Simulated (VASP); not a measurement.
VASP 6 on Si, 64 atoms, HSE06, 300 eV, 1×1×1 Γ-centred mesh, vasp_gam. Each run had one machine to itself; times are medians of up to 3 turns, which differed by up to 1 %. Differences under about 10 % mean little, and other builds and machines will differ.

INCAR of the first run: PREC = Normal; ENCUT = 300; EDIFF = 1E-12; NELM = 9; ALGO = Normal; LREAL = Auto; LASPH = .TRUE.; ISMEAR = 0; SIGMA = 0.05; GGA = PE; HFSCREEN = 0.2; AEXX = 0.25; LHFCALC = .TRUE.; PRECFOCK = Fast; ISYM = 0; LWAVE = .FALSE.; LCHARG = .FALSE.; NELMIN = 9; NCORE = 1

```tsv
run	seconds an electronic step (mean of the last four of 9)
48 ranks, NCORE = 1	0.88
48 ranks, NCORE = 2	0.56
48 ranks, NCORE = 4	0.49
48 ranks, NCORE = 8	0.48
48 ranks, NCORE = 16	0.64
48 ranks, NCORE = 24	1.0
```

On 48 cores the runs span a factor of 2.1.

Runs that failed, blew up or ran out of time are left out.

The cell is a supercell.
